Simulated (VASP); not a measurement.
Data:

```xyz
8
Lattice="3.9567 0.0000 0.0000 0.0000 3.9567 0.0000 0.0000 0.0000 10.1810" Properties=species:S:1:pos:R:3 pbc="T T T"
Cs     0.0000     0.0000     5.0905
Zn     1.9783     0.0000     8.6380
Zn     1.9783     0.0000     1.5430
Zn     0.0000     1.9783     8.6380
Zn     0.0000     1.9783     1.5430
P      1.9783     1.9783     7.3986
P      1.9783     1.9783     2.7825
P      0.0000     0.0000     0.0000
```

Calculation: LDA (Ceperley-Alder, Perdew-Zunger), VASP's LDA PAW potentials (set 64) (plane waves; VASP). Numerical set-up: 300 eV cut-off, 4×4×2 Γ-centred mesh, Fermi-Dirac smearing of 0.10 eV, potentials Cs_sv Zn P.

At this cut-off the stress carries a Pulay error, which pulls relaxed volumes low.

Task: Give the force on each atom (eV/Å).

Result: 
```
atom     Fx     Fy      Fz
----  -----  -----  ------
Cs1   0.000  0.000   0.000
Zn2   0.000  0.000   0.239
Zn3   0.000  0.000  -0.239
Zn4   0.000  0.000   0.239
Zn5   0.000  0.000  -0.239
P6    0.000  0.000  -0.511
P7    0.000  0.000   0.511
P8    0.000  0.000   0.000
```

Task: Give the stress tensor in GPa (positive for a compressed cell).

Result: 
```
 2.00   0.00   0.00
 0.00   2.00   0.00
 0.00   0.00  -0.04
```
The pressure is its mean diagonal, 1.32 GPa.

The structure comes from a computed database's CsZn4P3 entry; how it stands against other phases isn't given here. The cell was not relaxed at this level. The k-mesh is coarse (spacing up to 0.40 per Å, 2π included), so the numbers may not be converged in it.
